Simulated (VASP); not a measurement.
Here is the system:

```yaml
crystal:
  lattice:
    - [2.01345, -3.48739, 0.00000]
    - [2.01345, 3.48739, 0.00000]
    - [0.00000, 0.00000, 5.06480]
  atoms:
    - { symbol: Te, position: [0.33333, 0.66667, 0.26406] }
    - { symbol: Te, position: [0.66667, 0.33333, 0.73594] }
    - { symbol: Pt, position: [0.00000, 0.00000, 0.00000] }
```

All values below come from LDA (Ceperley-Alder, Perdew-Zunger), VASP's LDA PAW potentials (set 64) (plane waves; VASP 6.6.1). Run with 520 eV cut-off, 10×10×7 Γ-centred mesh, tetrahedra with Blöchl corrections, potentials Te Pt.

The cores are frozen, which limits the accuracy of field gradients.

### Question
Give the principal components of the electric field gradient (V/Å²) and the asymmetry η at each nucleus.

### Answer

```csv
atom,Vxx,Vyy,Vzz,η
Te1,4.1,4.1,-8.2,0.00
Te2,4.1,4.1,-8.2,0.00
Pt3,-65.8,-65.8,131.6,0.00
```

The compound is PtTe2 in the 1T layered structure. It was relaxed first.
